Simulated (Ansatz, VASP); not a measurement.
# Cross-check of N between VASP and Ansatz, part 2 of 2

One calculation is typed for both programs; each brings its own data sets. How far apart do they land? The structure shown is the end of the Ansatz relaxation below.

VASP 6.6.1 and Ansatz 0.2.0.

So far. Step 3 (VASP: single point, LDA, pair 1): The run ends at a pressure of 2.66 GPa, with forces up to 1.5 eV/Å.

### Step 6. VASP: single point, LDA, pair 2

Level of this step: LDA; plane waves and PAW (N) (VASP).

The same cell, functional (in two slightly different forms), mesh and smearing now go to VASP, with its own data sets.

INCAR reads:

```
SYSTEM = N
PREC = Accurate
ENCUT = 600
EDIFF = 1E-06
NELM = 120
ISMEAR = 0
SIGMA = 0.02
LREAL = .FALSE.
ALGO = Normal
GGA = PW92
NBANDS = 16
LORBIT = 11
LWAVE = .FALSE.
LCHARG = .FALSE.
ISIF = 2
LASPH = .TRUE.
GGA_COMPAT = .FALSE.
EFERMI = MIDGAP
KPAR = 2
```

POSCAR reads:

```
N
1.0
    3.4567787652     -0.0000002395      0.0000000000
   -1.7283891752      2.9936583456      0.0000000000
    0.0000000000      0.0000000000      6.8560480412
N
4
Direct
    0.3333333334      0.6666666668      0.3297863989
    0.3333333334      0.6666666668      0.1702136011
    0.6666666668      0.3333333334      0.8297863989
    0.6666666668      0.3333333334      0.6702136011
```

KPOINTS reads:

```
Automatic mesh
0
Gamma
9 9 4
0 0 0
```

PAW data sets: N (LDA family, release 64).

Launch:

```bash
$ mpirun -np 2 vasp_std
```

Numbers of over 12 decimals in the logs are rounded to 6 here.

What it wrote:

```text
[banner, memory and clock lines left out]
running    2 mpi-ranks, on    1 nodes
[...]
[... a notice as in an earlier step ...]

 LDA part: xc-table for (Slater(with rela. corr.)+PW92), standard interpolation
 POSCAR, INCAR and KPOINTS ok, starting setup
[...]
entering main loop
       N       E                     dE             d eps       ncg     rms          rms(c)
DAV:   1     0.109394874737E+03    0.10939E+03   -0.10787E+04  1152   0.122E+03
DAV:   2    -0.303080779997E+02   -0.13970E+03   -0.13478E+03  1632   0.244E+02
DAV:   3    -0.371567866991E+02   -0.68487E+01   -0.68295E+01  1232   0.641E+01
DAV:   4    -0.372027732614E+02   -0.45987E-01   -0.45972E-01  1520   0.615E+00
[...]
DAV:  10    -0.352127427576E+02    0.14328E-04   -0.50535E-04  1352   0.165E-01    0.348E-02
DAV:  11    -0.352127297753E+02    0.12982E-04   -0.26675E-05  1344   0.433E-02    0.573E-03
DAV:  12    -0.352127303473E+02   -0.57205E-06   -0.46077E-06  1344   0.164E-02
   1 F= -.35212730E+02 E0= -.35212730E+02  d E =0.000000E+00
```

Parts of OUTCAR (step 6):

```text
  Total       -0.0013909     -0.0013909      3.1674539      0.0000000      0.0000000     -0.0000000
  in kB       -0.0314088     -0.0314088     71.5275305      0.0000000      0.0000000     -0.0000000
  external PRESSURE =      23.8215709 kB  Pullay stress =       0.0000000 kB

 POSITION                                       TOTAL-FORCE (eV/Angst)
 -----------------------------------------------------------------------------------
      0.00000      1.99577      2.26103         0.000000      0.000000      1.467475
      0.00000      1.99577      1.16699        -0.000000     -0.000000     -1.467475
      1.72839      0.99789      5.68906        -0.000000     -0.000000      1.467475
      1.72839      0.99789      4.59502        -0.000000     -0.000000     -1.467475
 -----------------------------------------------------------------------------------
    total drift:                               -0.000000     -0.000001      0.000000

  FREE ENERGIE OF THE ION-ELECTRON SYSTEM (eV)
  ---------------------------------------------------
  free  energy   TOTEN  =       -35.2127303473 eV

  energy  without entropy=      -35.2127303473  energy(sigma->0) =      -35.21273035

[... 1 part as in an earlier step ...]

[... 2 further parts left out ...]
[key lines of the parts left out:]
E-fermi :  -2.0792
```

The run ends at a pressure of 2.38 GPa, with forces up to 1.5 eV/Å.

### Step 7. Side by side

Both answers:

| quantity | Ansatz | VASP | difference |
| --- | --- | --- | --- |
| pressure (GPa) | 0.14 | 2.38 | -2.24 |
| gap on the k mesh (eV) | 6.348 | 6.301 | +0.047 |

Forces (eV/Å; atoms numbered as in POSCAR):

```
atom       Ansatz x, y, z          VASP x, y, z
  N1  0.000, 0.000, 0.000   0.000, 0.000, 1.467
  N2  0.000, 0.000, 0.000  0.000, 0.000, -1.467
  N3  0.000, 0.000, 0.000   0.000, 0.000, 1.467
  N4  0.000, 0.000, 0.000  0.000, 0.000, -1.467
```

The forces differ by 847 meV/Å r.m.s., where the r.m.s. force is 0.000 eV/Å in Ansatz and 0.847 eV/Å in VASP: the atoms lie near their places of rest in Ansatz, so a percentage would say little (all taken over all components). A gap on the mesh is an upper bound, since the band edges may lie between its points.

### Step 8. Ansatz: relaxation, LDA

This run makes the geometry at which the two programs are then compared. The cell compared in this pair holds 65.83 Å³, against 70.95 Å³ for the pair before.

The structure compared here is the end of the Ansatz relaxation.

input.yaml reads:

```yaml
crystal:
  lattice:
    - [3.3878367666, -2.347e-07, 0.0]
    - [-1.6939181801, 2.9339528211, 0.0]
    - [0.0, 0.0, 6.6228183643]
  atoms:
    - { symbol: "N", position: [0.3333333333, 0.6666666667, 0.3297478716] }
    - { symbol: "N", position: [0.3333333333, 0.6666666667, 0.1702521284] }
    - { symbol: "N", position: [0.6666666667, 0.3333333333, 0.8297478716] }
    - { symbol: "N", position: [0.6666666667, 0.3333333333, 0.6702521284] }
kpoints:
  mp_grid: { grid: [9, 9, 4] }
hamiltonian:
  xc: lda
scf:
  occupations: { method: gaussian, width: 0.02 }
output:
  forces: true
  stress: true
  eigenvalues: true
  write_density: true
  write_potential: true
  elf: true
  volumetric_format: npy
relax:
  adjacent_minimum: "off"
  f_tol: 0.001
  max_steps: 60
  cell: { stress_tol: 0.02, fix: [volume] }
```

Launch:

```bash
$ ansatz run input.yaml --threads 4 --pin off --max-ram 8192MiB --backend cpu --events-out ev --progress --plain --runs-dir out
```

What it wrote:

```text
[...]
Crystal: 4 atoms, lattice volume = 65.829 Å³
Basis set: ecut = 420 eV, 1295 PW (Γ)
Bands: 14, of which v1, the nominal top of the filled ones, is band 10 counted from 1 (9 counted from 0)
Symmetry: 24 space group operations
[...]
k-points: 36 of 324
[...]
--- Relaxed structure (9 steps of the walk, 9 accepted, 3 SCFs on fresh bases) ---
[...]
cell:  # Å, volume = 65.8292 Å³
    - [3.348178, -2.319204844288886e-7, 0.0]
    - [-1.674089, 2.899607, 0.0]
    - [0.0, 0.0, 6.780642]
  atoms:
    - { symbol: N, position: [0.333333, 0.666667, 0.330662] }
    - { symbol: N, position: [0.333333, 0.666667, 0.169338] }
    - { symbol: N, position: [0.666667, 0.333333, 0.830662] }
    - { symbol: N, position: [0.666667, 0.333333, 0.669338] }
[key lines of the parts left out:]
SCF converged after 4 iterations
Free energy (F): -1494.490578 eV
Fermi energy:    -0.497343 eV
P = ⅓ Tr σ = 0.6921 GPa (6.921 kbar)
```

### Step 9. VASP: single point, LDA, pair 3

The same cell, functional (in two slightly different forms), mesh and smearing now go to VASP, with its own data sets.

INCAR is that of step 6.

POSCAR reads:

```
N
1.0
    3.3481777164     -0.0000002319      0.0000000000
   -1.6740886574      2.8996070748      0.0000000000
    0.0000000000      0.0000000000      6.7806416796
N
4
Direct
    0.3333333334      0.6666666668      0.3306619897
    0.3333333334      0.6666666668      0.1693380103
    0.6666666668      0.3333333334      0.8306619897
    0.6666666668      0.3333333334      0.6693380103
```

KPOINTS is that of step 6.

Launch:

```bash
$ mpirun -np 2 vasp_std
```

What it wrote:

```text
[... set-up lines as in an earlier step ...]
 entering main loop
       N       E                     dE             d eps       ncg     rms          rms(c)
DAV:   1     0.105204430148E+03    0.10520E+03   -0.10846E+04  1152   0.123E+03
DAV:   2    -0.309432758596E+02   -0.13615E+03   -0.13055E+03  1608   0.250E+02
DAV:   3    -0.371522625070E+02   -0.62090E+01   -0.61897E+01  1272   0.617E+01
DAV:   4    -0.371897031379E+02   -0.37441E-01   -0.37435E-01  1448   0.564E+00
[...]
DAV:  10    -0.351992159686E+02    0.26276E-04   -0.46067E-04  1368   0.159E-01    0.326E-02
DAV:  11    -0.351992046930E+02    0.11276E-04   -0.22342E-05  1336   0.403E-02    0.546E-03
DAV:  12    -0.351992049932E+02   -0.30016E-06   -0.36957E-06  1352   0.148E-02
   1 F= -.35199205E+02 E0= -.35199205E+02  d E =0.000000E+00
```

From OUTCAR (step 9):

```text
  Total        0.2134652      0.2134652      3.4091871     -0.0000000      0.0000000      0.0000000
  in kB        5.1954029      5.1954029     82.9741845     -0.0000000      0.0000000      0.0000000
  external PRESSURE =      31.1216634 kB  Pullay stress =       0.0000000 kB

 POSITION                                       TOTAL-FORCE (eV/Angst)
 -----------------------------------------------------------------------------------
      0.00000      1.93307      2.24210         0.000000      0.000000      1.472408
      0.00000      1.93307      1.14822         0.000000     -0.000000     -1.472408
      1.67409      0.96654      5.63242        -0.000000     -0.000000      1.472408
      1.67409      0.96654      4.53854        -0.000000     -0.000000     -1.472408
 -----------------------------------------------------------------------------------
    total drift:                               -0.000000     -0.000000     -0.000000

  FREE ENERGIE OF THE ION-ELECTRON SYSTEM (eV)
  ---------------------------------------------------
  free  energy   TOTEN  =       -35.1992049932 eV

  energy  without entropy=      -35.1992049932  energy(sigma->0) =      -35.19920499

[... 1 part as in an earlier step ...]

[... 2 further parts left out ...]
[key lines of the parts left out:]
E-fermi :  -1.7518
```

The run ends at a pressure of 3.11 GPa, with forces up to 1.5 eV/Å.

### Step 10. Side by side

The two programs side by side:

```csv
quantity,Ansatz,VASP,difference
pressure (GPa),0.69,3.11,-2.42
gap on the k mesh (eV),6.142,6.094,+0.048
```

Forces (eV/Å; atoms numbered as in POSCAR):

```csv
atom,"Ansatz x, y, z","VASP x, y, z"
N1,"0.000, 0.000, 0.001","0.000, 0.000, 1.472"
N2,"0.000, 0.000, -0.001","0.000, 0.000, -1.472"
N3,"0.000, 0.000, 0.001","0.000, 0.000, 1.472"
N4,"0.000, 0.000, -0.001","0.000, 0.000, -1.472"
```

The forces differ by 850 meV/Å r.m.s., where the r.m.s. force is 0.001 eV/Å in Ansatz and 0.850 eV/Å in VASP: the atoms lie near their places of rest in Ansatz, so a percentage would say little (all taken over all components). A gap on the mesh is an upper bound, since the band edges may lie between its points.

### Step 11. Summary of results

```json
{"r.m.s. force difference (single point, LDA, pair 1)": "100 % of the r.m.s. force", "difference in pressure (single point, LDA, pair 1)": "-2.3 GPa", "difference in gap on the k mesh (single point, LDA, pair 1)": "0.046 eV", "r.m.s. force difference (single point, LDA, pair 2)": "100 % of the r.m.s. force", "difference in pressure (single point, LDA, pair 2)": "-2.2 GPa", "difference in gap on the k mesh (single point, LDA, pair 2)": "0.047 eV", "r.m.s. force difference (single point, LDA, pair 3)": "100 % of the r.m.s. force", "difference in pressure (single point, LDA, pair 3)": "-2.4 GPa", "difference in gap on the k mesh (single point, LDA, pair 3)": "0.048 eV"}
```

**Reading.** The r.m.s. force difference is 100 % of the r.m.s. force (single point, LDA, pair 2), beyond the 3 % picked in this series as the mark of a large difference. By the marks of this series, far apart in the single point, LDA, pair 1 pair: the r.m.s. force difference, 100 % of the r.m.s. force and the difference in pressure, -2.3 GPa. What causes the difference of the single point, LDA, pair 1 pair stays open here. By the marks of this series, far apart in the single point, LDA, pair 2 pair: the r.m.s. force difference, 100 % of the r.m.s. force and the difference in pressure, -2.2 GPa. What causes the difference of the single point, LDA, pair 2 pair stays open here. By the marks of this series, far apart in the single point, LDA, pair 3 pair: the r.m.s. force difference, 100 % of the r.m.s. force and the difference in pressure, -2.4 GPa. VASP runs on this material, other cells of it included, that failed, so that no pair exists: relaxation of cell and atoms, LDA (not converged). 10 further runs of this series are not shown here. How closely two codes agree says nothing of how well the functional describes the real material.

[Lines on the potential files, build, host, timing and source positions are cut from VASP's logs without a mark.]

[Logs are printed without paths, hosts, clocks, repeated set-up lines and the standing remarks that a program may print on its own settings, such as how far it seeks lower states.]

[Hosts, paths, dates, database ids (printed as entryN), source tags and the programs' standing remarks are cut or masked in the printed files.]
